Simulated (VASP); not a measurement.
Input:

```xyz
4
Lattice="1.4996 -2.5973 0.0000 1.4996 2.5973 0.0000 0.0000 0.0000 4.9203" Properties=species:S:1:pos:R:3 pbc="T T T"
Si     1.4996    -0.8658     2.4583
Si     1.4996     0.8658     4.9184
C      1.4996    -0.8658     4.3071
C      1.4996     0.8658     1.8470
```

Calculation: PBEsol GGA, VASP's PBE PAW potentials (set 64) (plane waves; VASP). Settings: 620 eV cut-off, 8×8×5 Γ-centred mesh, Gaussian smearing of 0.050 eV, potentials Si C.

Question: What does the run give for the energy per atom (σ→0), pressure?

Answer: 
```json
{
  "energy per atom (σ→0)": "-7.911 eV/atom",
  "pressure": "19.86 GPa"
}
```

Only differences to runs with the same potentials and settings are physical.

The compound is SiC in the wurtzite structure, the rare 2H polytype. It was relaxed first under an external pressure of 20 GPa.
